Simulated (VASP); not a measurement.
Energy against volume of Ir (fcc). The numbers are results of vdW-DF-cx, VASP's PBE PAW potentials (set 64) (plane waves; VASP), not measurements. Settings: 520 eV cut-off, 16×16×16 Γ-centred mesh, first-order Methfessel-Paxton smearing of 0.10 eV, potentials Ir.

```
V (Å³/atom)  E (eV/atom)
-----------  -----------
13.785          -6.83153
14.211          -6.84897
14.637          -6.83585
15.064          -6.79726
```

Question: Fit these four points and predict the energy of the run at 13.358 Å³/atom.

Answer: A cubic in V^(−2/3), the third-order Birch-Murnaghan form, passes through the four points with V0 = 14.23 Å³/atom and B0 = 380 GPa, and gives -6.7771 eV/atom there. The run gave -6.7774 eV/atom, -0.3 meV/atom from the fit; all five points give B0 = 379 GPa.

The compound is Ir in the fcc structure. It was relaxed first.
